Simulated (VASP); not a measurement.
Data:

```yaml
crystal:
  lattice:
    - [3.87969, 0.00000, 0.00000]
    - [0.00000, 3.87969, 0.00000]
    - [0.00000, 0.00000, 3.87969]
  atoms:
    - { symbol: K, position: [0.00000, 0.00000, 0.00000] }
    - { symbol: Ta, position: [0.50000, 0.50000, 0.50000] }
    - { symbol: O, position: [0.50000, 0.00000, 0.50000] }
    - { symbol: O, position: [0.00000, 0.50000, 0.50000] }
    - { symbol: O, position: [0.50000, 0.50000, 0.00000] }
```

Level of theory: LDA (Ceperley-Alder, Perdew-Zunger), VASP's LDA PAW potentials (set 64) (plane waves; VASP 6.6.1). Run with 520 eV cut-off, 6×6×6 Γ-centred mesh, Gaussian smearing of 0.050 eV, potentials K_sv Ta_pv O.

Give the stress tensor in GPa (positive for a compressed cell).

```
15.38   0.00   0.00
 0.00  15.38   0.00
 0.00   0.00  15.38
```
The pressure is its mean diagonal, 15.38 GPa.

The compound is KTaO3 in the cubic perovskite structure. This cell is one point of a volume scan, at 0.94 of the reference volume.
